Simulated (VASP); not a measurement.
# Lattice of Iridium, functional by functional, part 2 of 2

How much does the relaxed cell of Iridium depend on the functional? The starting structure is a measured crystal structure from the Crystallography Open Database. The first relaxation on each setting starts from this cell expanded by 3 % in volume.

VASP 6.6.1.

Results so far: PBEsol 14.08 Å³ an atom; LDA 13.92 Å³ an atom; PBE 14.51 Å³ an atom; PBEsol + D3(BJ) 13.79 Å³ an atom.

### 6. Relaxation with r2SCAN

Level of this step: r2SCAN; plane waves and PAW (Ir) (VASP).

r2SCAN adds the kinetic-energy density, costs more than a GGA and is run with LASPH.

Input file INCAR:

```
SYSTEM = Ir
PREC = Accurate
ENCUT = 450
EDIFF = 1E-06
NELM = 100
ISMEAR = 1
SIGMA = 0.15
LREAL = .FALSE.
ALGO = Normal
METAGGA = R2SCAN
LASPH = .TRUE.
NBANDS = 10
LORBIT = 11
LWAVE = .FALSE.
LCHARG = .FALSE.
KPAR = 4
IBRION = 2
NSW = 50
ISIF = 3
EDIFFG = -0.006
```

Input file POSCAR:

```
Ir
1.0
    0.0000000000      1.9387081669      1.9387081669
    1.9387081669      0.0000000000      1.9387081669
    1.9387081669      1.9387081669      0.0000000000
Ir
1
Direct
    0.0000000000      0.0000000000      0.0000000000
```

Input file KPOINTS:

```
Automatic mesh
0
Gamma
20 20 20
0 0 0
```

Potentials, in the order of the species: Ir (PBE family, release 64).

Run with:

```bash
mpirun -np 4 vasp_std
```

What it wrote:

```text
[banner, memory and clock lines left out]
running    4 mpi-ranks, on    1 nodes
[...]
[... a notice as in an earlier step ...]

 LDA part: xc-table for (None), standard interpolation
 POSCAR, INCAR and KPOINTS ok, starting setup
[...]
entering main loop
       N       E                     dE             d eps       ncg     rms          rms(c)
DAV:   1    -0.144122133244E+01   -0.14412E+01   -0.41328E+03  5248   0.749E+02
DAV:   2    -0.539213906604E+02   -0.52480E+02   -0.49564E+02  5288   0.188E+02
DAV:   3    -0.547506190604E+02   -0.82923E+00   -0.82631E+00  5982   0.287E+01
DAV:   4    -0.547588798181E+02   -0.82608E-02   -0.82597E-02  5808   0.268E+00
[...]
DAV:  11    -0.523643603028E+02    0.47169E-05   -0.20236E-05  5696   0.388E-02    0.140E-02
DAV:  12    -0.523643578943E+02    0.24084E-05   -0.30874E-06  5230   0.210E-02    0.338E-03
DAV:  13    -0.523643582181E+02   -0.32381E-06   -0.15129E-07  2676   0.460E-03
   1 F= -.52364358E+02 E0= -.52364968E+02  d E =-.523644E+02
[... from here on, the cycles between the ionic steps are left out ...]
   2 F= -.52266680E+02 E0= -.52267186E+02  d E =0.976781E-01
   3 F= -.52370913E+02 E0= -.52371499E+02  d E =-.655440E-02
   4 F= -.52370919E+02 E0= -.52371506E+02  d E =-.656126E-02
[...]
reached required accuracy - stopping structural energy minimisation
```

It took 2.1 min on 4 MPI ranks of AMD EPYC 7R43, shared host; peak memory 0.51 GiB; 8.4 min of CPU time.

Parts of OUTCAR (step 6):

```text
  Total       -0.0039428     -0.0039428     -0.0039428     -0.0000000      0.0000000     -0.0000000
  in kB       -0.4420954     -0.4420954     -0.4420954     -0.0000000      0.0000000     -0.0000000
  external PRESSURE =      -0.4420954 kB  Pullay stress =       0.0000000 kB

 POSITION                                       TOTAL-FORCE (eV/Angst)
 -----------------------------------------------------------------------------------
      1.92600      3.85200      1.92600        -0.000000     -0.000000     -0.000000
 -----------------------------------------------------------------------------------
    total drift:                               -0.000000     -0.000000     -0.000000

  FREE ENERGIE OF THE ION-ELECTRON SYSTEM (eV)
  ---------------------------------------------------
  free  energy   TOTEN  =       -52.3709194781 eV

  energy  without entropy=      -52.3726778736  energy(sigma->0) =      -52.37150561

[... 2 parts as in an earlier step ...]

[... 2 further parts left out ...]
[key lines of the parts left out:]
E-fermi :   9.9354
```

With r2SCAN the relaxed cell holds 14.289 Å³ an atom, +0.99 % against the measured cell, with a = 3.852 Å. That is +1.51 % from PBEsol.

### 7. Relaxation with r2SCAN + rVV10

rVV10 adds a nonlocal correlation energy for dispersion.

INCAR: that of step 6 with these lines changed.

```diff
@@ -10,2 +10,6 @@
 METAGGA = R2SCAN
+LUSE_VDW = .TRUE.
+IVDW_NL = 2
+BPARAM = 11.95
+CPARAM = 0.0093
 LASPH = .TRUE.
```

POSCAR is that of step 6.

KPOINTS is that of step 6.

Run with:

```bash
mpirun -np 4 vasp_std
```

What it wrote:

```text
[banner, memory and clock lines left out]
running    4 mpi-ranks, on    1 nodes
[...]
|                                                                             |
|               ----> ADVICE to this user running VASP <----                  |
|                                                                             |
|     You have switched on vdW-DFT.                                           |
|     This routine was written and supplied by Jiri Klimes. We recommend      |
|     that you carefully read and cite the following publications:            |
|       J. Klimes, D.R. Bowler, A. Michelides                                 |
|          J. Phys.: Cond Matt. 22 022201 (2010)                              |
|       J. Klimes, D.R. Bowler, A. Michelides                                 |
|          Phys. Rev. B. 83, 195131 (2011)                                    |
|     and references therein.                                                 |
|                                                                             |

[...]
Total rVV10 correction in eV:      0.1284754    12.2708602
DAV:  12    -0.522357376037E+02    0.25919E-05   -0.31750E-06  5216   0.211E-02    0.378E-03
Total rVV10 correction in eV:      0.1284705    12.2708602
Total rVV10 correction in eV:      0.1284705    12.2708602
Total rVV10 correction in eV:      0.1284705    12.2708602
Total rVV10 correction in eV:      0.1284705    12.2708602
DAV:  13    -0.522357379584E+02   -0.35472E-06   -0.13830E-07  2678   0.449E-03
Total rVV10 correction in eV:      0.1284733    12.2708602
Total rVV10 correction in eV:      0.1284733    12.2708602
Total rVV10 correction in eV:      0.1284733    12.2708602
Total rVV10 correction in eV:      0.1284733    12.2708602
Total rVV10 correction in eV:      0.1284711    12.2708602
Total rVV10 correction in eV:      0.1284711    12.2708602
Total rVV10 correction in eV:      0.1284711    12.2708602
Total rVV10 correction in eV:      0.1284711    12.2708602
   1 F= -.52235738E+02 E0= -.52236346E+02  d E =-.522357E+02
[... from here on, the cycles between the ionic steps are left out ...]
   2 F= -.52073283E+02 E0= -.52073765E+02  d E =0.162455E+00
   3 F= -.52245907E+02 E0= -.52246486E+02  d E =-.101689E-01
   4 F= -.52245925E+02 E0= -.52246503E+02  d E =-.101872E-01
[...]
reached required accuracy - stopping structural energy minimisation
```

Wall time 2.8 min (4 MPI ranks); peak memory 0.72 GiB; 11 min of CPU time.

OUTCAR, selected parts (step 7):

```text
  Total       -0.0049136     -0.0049136     -0.0049136      0.0000000      0.0000000      0.0000000
  in kB       -0.5535290     -0.5535290     -0.5535290      0.0000000      0.0000000      0.0000000
  external PRESSURE =      -0.5535290 kB  Pullay stress =       0.0000000 kB

 POSITION                                       TOTAL-FORCE (eV/Angst)
 -----------------------------------------------------------------------------------
      1.92300      3.84601      1.92300         0.000000      0.000000      0.000000
 -----------------------------------------------------------------------------------
    total drift:                               -0.000000     -0.000000     -0.000000

  FREE ENERGIE OF THE ION-ELECTRON SYSTEM (eV)
  ---------------------------------------------------
  free  energy   TOTEN  =       -52.2459251211 eV

  energy  without entropy=      -52.2476598420  energy(sigma->0) =      -52.24650336

[... 2 parts as in an earlier step ...]

[... 2 further parts left out ...]
[key lines of the parts left out:]
E-fermi :  10.0160
```

With r2SCAN + rVV10 the relaxed cell holds 14.222 Å³ an atom, +0.52 % against the measured cell, with a = 3.846 Å. That is +1.03 % from PBEsol.

### 8. Relaxation with vdW-DF-cx

vdW-DF-cx takes its exchange from the same plasmon model as its correlation.

INCAR: that of step 7 with these lines changed.

```diff
@@ -9,7 +9,5 @@
 ALGO = Normal
-METAGGA = R2SCAN
+GGA = CX
+AGGAC = 0
 LUSE_VDW = .TRUE.
-IVDW_NL = 2
-BPARAM = 11.95
-CPARAM = 0.0093
 LASPH = .TRUE.
```

POSCAR is that of step 7.

KPOINTS is that of step 7.

Run with:

```bash
mpirun -np 4 vasp_std
```

What it wrote:

```text
[banner, memory and clock lines left out]
running    4 mpi-ranks, on    1 nodes
[...]
[... a notice as in an earlier step ...]

 [... a notice as in an earlier step ...]

 LDA part: xc-table for (Slater+PW92), standard interpolation
 POSCAR, INCAR and KPOINTS ok, starting setup
[...]
entering main loop
       N       E                     dE             d eps       ncg     rms          rms(c)
DAV:   1     0.434250748685E+02    0.43425E+02   -0.40070E+03  5328   0.722E+02
DAV:   2    -0.666603859901E+01   -0.50091E+02   -0.46775E+02  5286   0.180E+02
DAV:   3    -0.745025325238E+01   -0.78421E+00   -0.78110E+00  5998   0.274E+01
DAV:   4    -0.745715972854E+01   -0.69065E-02   -0.69056E-02  5768   0.242E+00
[...]
DAV:  10    -0.685252300427E+01   -0.18560E-05   -0.11782E-05  7132   0.314E-02    0.232E-02
DAV:  11    -0.685252497807E+01   -0.19738E-05   -0.97261E-07  4616   0.995E-03    0.101E-03
DAV:  12    -0.685252498374E+01   -0.56754E-08   -0.25952E-08  2726   0.174E-03
   1 F= -.68525250E+01 E0= -.68531477E+01  d E =-.685252E+01
[... from here on, the cycles between the ionic steps are left out ...]
   2 F= -.66901762E+01 E0= -.66906342E+01  d E =0.162349E+00
   3 F= -.68630776E+01 E0= -.68636630E+01  d E =-.105526E-01
   4 F= -.68630968E+01 E0= -.68636810E+01  d E =-.105719E-01
   5 F= -.68630956E+01 E0= -.68636790E+01  d E =-.105706E-01
   6 F= -.68630786E+01 E0= -.68636641E+01  d E =0.170422E-04
   7 F= -.68630974E+01 E0= -.68636813E+01  d E =-.176915E-05
[...]
reached required accuracy - stopping structural energy minimisation
```

Wall time 83 s (4 MPI ranks); peak memory 1 GiB.

OUTCAR, selected parts (step 8):

```text
  Total       -0.0009401     -0.0009401     -0.0009401      0.0000000      0.0000000      0.0000000
  in kB       -0.1059955     -0.1059955     -0.1059955      0.0000000      0.0000000      0.0000000
  external PRESSURE =      -0.1059955 kB  Pullay stress =       0.0000000 kB

 POSITION                                       TOTAL-FORCE (eV/Angst)
 -----------------------------------------------------------------------------------
      0.00000      0.00000      0.00000         0.000000      0.000000     -0.000000
 -----------------------------------------------------------------------------------
    total drift:                               -0.000000     -0.000000      0.000000

  FREE ENERGIE OF THE ION-ELECTRON SYSTEM (eV)
  ---------------------------------------------------
  free  energy   TOTEN  =        -6.8630973884 eV

  energy  without entropy=       -6.8648490912  energy(sigma->0) =       -6.86368129

[... 2 parts as in an earlier step ...]

[... 2 further parts left out ...]
[key lines of the parts left out:]
E-fermi :  10.1493
```

With vdW-DF-cx the relaxed cell holds 14.209 Å³ an atom, +0.43 % against the measured cell, with a = 3.845 Å. That is +0.94 % from PBEsol.

### 9. Relaxation with AM05

AM05 is built from the electron gas and the surface model, and does well on lattice constants. This run starts from the cell of an earlier relaxation, which isn't shown; the restart sets up the plane waves anew.

INCAR: that of step 8 with these lines changed.

```diff
@@ -9,6 +9,3 @@
 ALGO = Normal
-GGA = CX
-AGGAC = 0
-LUSE_VDW = .TRUE.
-LASPH = .TRUE.
+GGA = AM
 NBANDS = 10
```

Input file POSCAR:

```
Ir
1.0
    0.0000000000      1.9112843462      1.9112843462
    1.9112843462      0.0000000000      1.9112843462
    1.9112843462      1.9112843462      0.0000000000
Ir
1
Direct
    0.0000000000      0.0000000000      0.0000000000
```

KPOINTS is that of step 8.

Run with:

```bash
mpirun -np 4 vasp_std
```

What it wrote:

```text
[... set-up lines as in an earlier step ...]
 entering main loop
       N       E                     dE             d eps       ncg     rms          rms(c)
DAV:   1     0.414840552193E+02    0.41484E+02   -0.39647E+03  5280   0.724E+02
DAV:   2    -0.936477952089E+01   -0.50849E+02   -0.47709E+02  5276   0.185E+02
DAV:   3    -0.101538211937E+02   -0.78904E+00   -0.78612E+00  5946   0.276E+01
DAV:   4    -0.101606957987E+02   -0.68746E-02   -0.68736E-02  5746   0.244E+00
[...]
DAV:  10    -0.955330039729E+01    0.59312E-05   -0.11804E-05  7202   0.343E-02    0.127E-02
DAV:  11    -0.955330194747E+01   -0.15502E-05   -0.93361E-07  4420   0.575E-03    0.756E-04
DAV:  12    -0.955330193786E+01    0.96146E-08   -0.22041E-08  2716   0.158E-03
   1 F= -.95533019E+01 E0= -.95538232E+01  d E =-.955330E+01
[...]
reached required accuracy - stopping structural energy minimisation
```

Wall time 10 s (4 MPI ranks); peak memory 0.48 GiB.

From OUTCAR (step 9):

```text
  Total        0.0051484      0.0051484      0.0051484      0.0000000      0.0000000      0.0000000
  in kB        0.5907135      0.5907135      0.5907135      0.0000000      0.0000000      0.0000000
  external PRESSURE =       0.5907135 kB  Pullay stress =       0.0000000 kB

 POSITION                                       TOTAL-FORCE (eV/Angst)
 -----------------------------------------------------------------------------------
      0.00000      0.00000      0.00000        -0.000000      0.000000     -0.000000
 -----------------------------------------------------------------------------------
    total drift:                               -0.000000     -0.000000     -0.000000

  FREE ENERGIE OF THE ION-ELECTRON SYSTEM (eV)
  ---------------------------------------------------
  free  energy   TOTEN  =        -9.5533019379 eV

  energy  without entropy=       -9.5548655756  energy(sigma->0) =       -9.55382315

[... 2 parts as in an earlier step ...]

[... 2 further parts left out ...]
[key lines of the parts left out:]
E-fermi :  10.3915
```

With AM05 the relaxed cell holds 13.964 Å³ an atom, -1.31 % against the measured cell, with a = 3.823 Å. That is -0.80 % from PBEsol.

### 10. Comparison

```
          level  volume (Å³/atom)  against the measured cell (%)   a (Å)  pressure left (GPa)  core minutes
         PBEsol            14.077                          -0.51  3.8329                 0.01          3.07
            LDA            13.918                          -1.64  3.8184                 0.05          2.67
            PBE             14.51                           2.55  3.8717                 0.01           1.4
PBEsol + D3(BJ)            13.786                          -2.57  3.8063                 0.03          2.81
         r2SCAN            14.289                           0.99   3.852                -0.04          8.47
 r2SCAN + rVV10            14.222                           0.52   3.846                -0.06          11.3
      vdW-DF-cx            14.209                           0.43  3.8448                -0.01          5.53
           AM05            13.964                          -1.31  3.8226                 0.06          2.67
```

Core minutes are wall time times ranks, summed over the relaxations behind a row (those for a bulk modulus apart), on shared hosts.

### 11. Results

- volume, PBEsol: 14.08 Å³/atom
- volume, LDA: 13.92 Å³/atom
- volume, PBE: 14.51 Å³/atom
- volume, PBEsol + D3(BJ): 13.79 Å³/atom
- volume, r2SCAN: 14.29 Å³/atom
- volume, r2SCAN + rVV10: 14.22 Å³/atom
- volume, vdW-DF-cx: 14.21 Å³/atom
- volume, AM05: 13.96 Å³/atom

In words: Across 8 levels the volume of Iridium spans 5.2 %, from 13.79 Å³ an atom (PBEsol + D3(BJ)) to 14.51 Å³ (PBE). Against the measured volume of the starting structure, vdW-DF-cx comes nearest (+0.4 %) and PBEsol + D3(BJ) lies farthest (-2.6 %). The measured cell holds zero-point expansion and, unless it was taken cold, thermal expansion, which the runs lack, so small differences decide nothing. Adding D3(BJ) to PBEsol changes the volume by -2.1 %. Adding rVV10 to r2SCAN changes the volume by -0.5 %. LASPH is on in some of these runs and off in others, which adds a little to the differences. Spin-orbit coupling is left out of all runs, which can matter with elements this heavy. All runs keep the symmetry of the start, so they can't find a distortion of lower symmetry. Further runs on this material are not shown.

[Lines on the potential files, build, host, timing and source positions are cut from VASP's logs without a mark.]

[Logs are printed without paths, hosts, clocks, repeated set-up lines and the standing remarks that a program may print on its own settings, such as how far it seeks lower states.]

[Hosts, paths, dates, database ids (printed as entryN), source tags and the programs' standing remarks are cut or masked in the printed files.]
